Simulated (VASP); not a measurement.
Input for VASP

POSCAR:
```
GaAs
1
    0.0000000000     2.8328305667     2.8328305667
    2.8328305667     0.0000000000     2.8328305667
    2.8328305667     2.8328305667    -0.0000000000
Ga As
1 1
Direct
  0.0000000000   0.0000000000   0.0000000000
  0.2500000000   0.2500000000   0.2500000000
```

INCAR:
```
SYSTEM = GaAs
PREC = Accurate
ENCUT = 520
EDIFF = 1E-7
NELM = 100
ALGO = Normal
LREAL = .FALSE.
LASPH = .TRUE.
ISMEAR = -5
GGA = PE
IVDW = 13
LMAXMIX = 4
LWAVE = .FALSE.
LCHARG = .TRUE.
LORBIT = 11
NEDOS = 601
ISIF = 2
```

File KPOINTS:
```
Automatic mesh
0
Gamma
9 9 9
0 0 0
```

POTCAR, in this order: Ga_d As (PBE.64 set). Program: vasp_std.

**Question.** Write an equivalent input for Ansatz.

**Answer.** One equivalent input (not run):
Ansatz 0.2 input:
```yaml
crystal:
  lattice:
    - [0.0000000, 2.8328306, 2.8328306]
    - [2.8328306, 0.0000000, 2.8328306]
    - [2.8328306, 2.8328306, 0.0000000]
  atoms:
    - { symbol: Ga, position: [0.0000000, 0.0000000, 0.0000000] }
    - { symbol: As, position: [0.2500000, 0.2500000, 0.2500000] }
kpoints:
  mp_grid: { grid: [9, 9, 9] }
hamiltonian:
  xc: pbe
  dispersion: d4
  pseudopotentials: { kind: paw }
scf:
  occupations: { method: tetrahedron }
  max_iter: 100
output: { forces: true, stress: true, eigenvalues: true }
```
What does not carry over: each code has its own PAW files, so the cut-off isn't converted (ENCUT is set for VASP's; basis.ecutwfc is left out, and Ansatz then takes the one that its files recommend); Ansatz stops its SCF on the density residual and VASP on the energy change (EDIFF).

The compound is GaAs in the zinc blende structure. It was relaxed first.
